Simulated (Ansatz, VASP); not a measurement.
# Two plane-wave programs on RbMg6Zn

```
CELL_PARAMETERS angstrom
5.21754 0.00000 0.00000
0.00000 3.52053 5.86837
0.00000 -3.52053 5.86837
ATOMIC_POSITIONS crystal
Rb 0.50000 0.66990 0.66990
Zn 0.00000 0.85935 0.85935
Mg 0.50000 0.16295 0.16295
Mg 0.50000 0.67647 0.15850
Mg 0.50000 0.15850 0.67647
Mg 0.00000 0.33438 0.33438
Mg 0.00000 0.85053 0.28792
Mg 0.00000 0.28792 0.85053
```

The cell comes from a database or a generator and needn't be the stable form of this composition.

Alike in both runs: task single point; functional RPBE; k mesh 5 × 5 × 5; occupations gaussian, width 0.1 eV; no spin polarisation.

|  | VASP | Ansatz |
| --- | --- | --- |
| version | VASP 6.6.1 | Ansatz 0.2.0 |
| potentials or method | VASP PAW PBE potentials, release 64 (Rb_sv, Zn, Mg) | Ansatz PAW |
| plane-wave cutoff (eV) | 520 | 420 |
| valence electrons in the cell | 33 | 81 |

Ansatz gave:

```
gap on the k mesh at the Fermi level (eV)       : none
pressure (GPa)                                  : 1.0
largest component of the traceless stress (GPa) : 0.47
rms of the force components (eV/Å)              : 0.016
```

Question: Estimate VASP's values.

Answer: gap on the k mesh at the Fermi level (eV): none; pressure (GPa): 0.9; largest component of the traceless stress (GPa): 0.46; rms of the force components (eV/Å): 0.017.

Atom by atom the forces differ by 0.003 eV/Å (rms over components). A gap of «none» marks a metal or a gap that the smearing closes. The two sets of potentials don't hold the same shells in valence.

Caveats: the PAW data sets were made with another functional, which shifts forces and pressure a little (VASP); the PAW data sets come from PBE, with cores solved anew for the run's functional, which leaves a small shift of forces and pressure (Ansatz).
